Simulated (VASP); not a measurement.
Si4Cl:

```
Si Cl
1.0
     4.63437    0.00000    0.00000
     0.00000    4.63437    0.00000
     0.00000    0.00000    4.63437
Si Cl
4 1
Direct
  0.30244 0.30244 0.30244
  0.69756 0.69756 0.30244
  0.69756 0.30244 0.69756
  0.30244 0.69756 0.69756
  0.00000 0.00000 0.00000
```

The cell was built by a generator and needn't be a form met in nature.

- Program: VASP 6.6.1
- Task: single point
- Functional: PBE
- Potentials or basis: VASP PAW PBE potentials, release 64 (Si, Cl)
- Cutoff: 520 eV
- k mesh: 6 × 6 × 6
- Occupations: fermi-dirac, width 0.05 eV
- Spin: no spin polarisation

On this cell: pressure 0.0 GPa; largest force 0.286 eV/Å; band gap on the k mesh none (metal or under the smearing width).

The same run follows on a disturbed copy (atoms moved at random, drawn with an rms of 0.05 Å):

```
Si Cl
1.0
     4.63437    0.00000    0.00000
     0.00000    4.63437    0.00000
     0.00000    0.00000    4.63437
Si Cl
4 1
Direct
  0.29352 0.29734 0.30582
  0.68914 0.71127 0.29539
  0.69315 0.30156 0.70699
  0.30476 0.70046 0.69712
  0.99332 0.99836 0.99761
```

Task: What changes?

Result: The energy (extrapolated to zero smearing) moves by +6.7 meV/atom; pressure -0.3 GPa; largest force 0.536 eV/Å; band gap on the k mesh none (metal or under the smearing width).

Forces in eV/Å, atoms in the order of the input:
```
Si   0.297  0.207  0.324
Si  -0.326 -0.378  0.194
Si  -0.162  0.335 -0.337
Si   0.188 -0.139 -0.156
Cl   0.003 -0.025 -0.026
```

Stress tensor (GPa, compression positive):
```
-0.02 -0.02 -0.03
-0.02 -0.61 -0.02
-0.03 -0.02 -0.37
```

Caveats: an odd number of electrons without spin polarisation forces a metal; a magnetic or distorted state may lie lower.
